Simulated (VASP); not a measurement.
Set up this calculation in VASP 6.6.1, as the native input.

```
Task                   : single point
Functional             : PBE
Potentials or basis    : VASP PAW PBE potentials, release 64 (Nd, Ge_d, Fe)
Cutoff                 : 520 eV
k mesh                 : 7 × 7 × 7
Occupations            : fermi-dirac, width 0.05 eV
Spin                   : collinear spin, ferromagnetic start
Starting moments       : [3.0, 0.0, 3.0] μB
Further INCAR settings : ALGO = Normal; EDIFF = 1e-07; NBANDS = 29
```

The structure of NdFeGe lies in POSCAR:

```
NdFeGe
1.0
    4.2056977327      0.0000000000      0.0000000000
   -2.1028488664      3.6422410772      0.0000000000
    0.0000000000      0.0000000000      4.1242890000
Nd Ge Fe
1 1 1
Direct
    0.6666666667      0.3333333333      0.0000000000
    0.3333333333      0.6666666667      0.5000000000
    0.0000000000      0.0000000000      0.5000000000
```

The cell comes from a database or a generator and needn't be the stable form of this composition.

One way to write it, as run:

INCAR

```
PREC = Accurate ; ENCUT = 520
EDIFF = 1E-7 ; ISMEAR = -1
SIGMA = 0.05 ; LREAL = F
LASPH = T ; NELM = 100
ALGO = Normal ; ISIF = 2
LWAVE = F ; LCHARG = F
ISPIN = 2 ; MAGMOM = 3 0 3
LORBIT = 11 ; LMAXMIX = 6
GGA = PE ; NBANDS = 29
```

KPOINTS

```
regular mesh
0
Gamma
  7 7 7
```

Potentials or basis: VASP PAW PBE potentials, release 64 (Nd, Ge_d, Fe).

The run is started by

```bash
$ cat potpaw_PBE.64/Nd/POTCAR potpaw_PBE.64/Ge_d/POTCAR potpaw_PBE.64/Fe/POTCAR > POTCAR
$ mpirun -np 1 vasp_std > vasp.out
```

Results of the run:

```yaml
Pressure: -1.6 GPa
Band_gap_on_the_k_mesh: none (metal or under the smearing width)
Net_moment: 5.17 μB per cell
Site_moments: Nd +3.00; Ge -0.05; Fe +1.88 μB
Valence_electrons_inside_the_program's_atomic_spheres: Nd 11.12; Ge 12.46; Fe 7.12
```

Caveat: the magnetic or orbital state may not be the lowest; spin-orbit coupling is left out, which moves the levels of the heavy elements; without U or exact exchange the open f shell lies at the Fermi level, which spoils levels, moments and volumes.

It took 99 s on 1 thread of Intel(R) Xeon(R) 6975P-C (Granite Rapids), with other jobs on the host, peak memory 0.27 GiB.
